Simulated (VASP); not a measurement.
Runs of VASP 6.6.1 on ZnB. Symmetry: Pm-3m, No. 221, cubic system. The conventional cell has a = 2.807 Å, b = 2.807 Å, c = 2.807 Å, α = 90.00°, β = 90.00°, γ = 90.00°. Around Zn (site symmetry m-3m) lie 8 B at 2.43 Å. B (site symmetry m-3m) has 8 Zn at 2.43 Å as nearest neighbours. The cell was built by a generator and needn't be a form met in nature.

```tsv
task	level	potentials or basis	cutoff (eV)	pressure (GPa)
single point	PBE	VASP PAW PBE potentials, release 64 (Zn, B)	520	0.6
band structure	SCAN	VASP PAW PBE potentials, release 64 (Zn, B)	520	(a)
band structure	PBE	VASP PAW PBE potentials, release 64 (Zn, B)	520	0.6
band structure	PBE	VASP PAW PBE potentials, release 64 (Zn, B_h)	900	0.6
band structure	BLYP	VASP PAW PBE potentials, release 64 (Zn, B)	520	8.5
band structure	AM05	VASP PAW PBE potentials, release 64 (Zn, B)	520	-5.2
band structure	PBE	VASP PAW PBE potentials, release 64 (Zn_GW, B_GW)	900	0.4
band structure	r2SCAN	VASP PAW PBE potentials, release 64 (Zn, B)	520	-1.9
band structure	PW91	VASP PAW PBE potentials, release 64 (Zn, B)	520	(b)
band structure	revPBE	VASP PAW PBE potentials, release 64 (Zn, B)	520	3.0
```

Alike in all rows: no spin polarisation; cell as given; k mesh 9 × 9 × 9; smearing fermi-dirac 0.05 eV.

Estimate the missing entries.

(a) -4.0; (b) 1.3.

Caveats: the PAW data sets were made with another functional, which shifts forces and pressure a little (some runs).

Not every run made on this cell is shown here.
